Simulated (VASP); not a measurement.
Data:

```
BaRh2
1.0
    0.00000     3.95741     3.95741
    3.95741     0.00000     3.95741
    3.95741     3.95741     0.00000
Ba Rh
2 4
Direct
  0.50000   0.50000   0.50000
  0.75000   0.75000   0.75000
  0.12500   0.12500   0.62500
  0.12500   0.62500   0.12500
  0.12500   0.12500   0.12500
  0.62500   0.12500   0.12500
```

Computed with PBEsol GGA, VASP's PBE PAW potentials (set 64) (plane waves; VASP). Settings: 300 eV cut-off, 5×5×5 Γ-centred mesh, Fermi-Dirac smearing of 0.14 eV, potentials Ba_sv Rh_pv.

At this cut-off the stress carries a Pulay error, which pulls relaxed volumes low. The run has a spin-polarised start. Unless said otherwise, spin-orbit coupling is left out, though it shifts the bands of the heavy elements here.

**Question.** Predict the cell moment, energy per atom (σ→0), pressure, band gap (on the k-mesh) with the smallest direct gap where there is one.

**Answer.** 
```json
{
 "band gap (on the k-mesh)": "none (metal, semimetal or under 0.01 eV)",
 "cell_moment": "0.00 μB",
 "energy per atom (σ→0)": "-595.9 kJ/mol of atoms",
 "pressure": "-40.1 kbar"
}
```

Only differences to runs with the same potentials and settings are physical.

The structure comes from a computed database's BaRh2 entry; how it stands against other phases isn't given here. The cell was not relaxed at this level.
